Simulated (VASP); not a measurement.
## SrGeTeI6: single point with PBE

SrGeTeI6:

```
Sr I Ge Te
1.0
     3.62673    6.04231   -0.04848
    -3.55042    5.99825   -0.08782
     0.04197   -0.08395    7.28344
Sr I Ge Te
1 6 1 1
Direct
  0.98980 0.00934 0.98973
  0.38120 0.63496 0.30414
  0.96948 0.38071 0.28818
  0.63423 0.98696 0.28963
  0.01163 0.62269 0.71295
  0.62215 0.38222 0.71850
  0.37218 0.99892 0.69772
  0.66989 0.67264 0.50430
  0.34956 0.32343 0.50211
```

The cell was built by a generator and needn't be a form met in nature.

```yaml
Program: VASP 6.6.1
Task: single point
Functional: PBE
Potentials_or_basis: VASP PAW PBE potentials, release 64 (Sr_sv, I, Ge_d, Te)
Cutoff: 520 eV
k_mesh: 3 × 3 × 2
Occupations: methfessel-paxton, width 0.15 eV
Spin: no spin polarisation
Dipole_correction: no
Further_INCAR_settings: ALGO = Fast; EDIFF = 1e-07; NBANDS = 46
```

The pressure is 15.1 GPa, the largest force is 4.893 eV/Å and the band gap on the k mesh is none (metal or under the smearing width).

Forces on the atoms (eV/Å):
```
Sr  -0.020  0.027  0.129
I   -2.153 -0.169 -3.070
I    1.021 -1.263 -2.523
I    1.757  1.343 -3.367
I   -1.666  1.007  2.755
I    2.107  2.243  3.805
I   -0.454 -2.391  3.456
Ge   0.716  0.164  0.553
Te  -1.308 -0.960 -1.737
```

Stress tensor (GPa, compression positive):
```
15.76  0.21 -0.67
 0.21 15.78  1.03
-0.67  1.03 13.69
```

Levels at points of the mesh, in eV from the Fermi level:
```csv
k point,band 34,band 35,band 36,band 37,band 38,band 39
"(0.00, 0.00, 0.00)",-3.24,-2.30,0.07,0.23,0.30,1.60
"(0.00, 0.00, 0.50)",-2.85,-1.88,-0.38,-0.33,-0.17,1.35
```

It took 8.2 min on 1 thread of Intel(R) Xeon(R) 6975P-C (Granite Rapids), with other jobs on the host, peak memory 0.49 GiB.

Caveat: the k mesh is coarse (spacing up to 0.43 Å⁻¹), so the values aren't converged; so large a pressure means that the cell lies far from this level's equilibrium, or that cutoff or potentials fall short; forces of over 1 eV/Å show positions far from the minimum, so gaps and moduli don't describe the material at rest. Spin-orbit coupling is left out, which matters for the levels of I, Te.
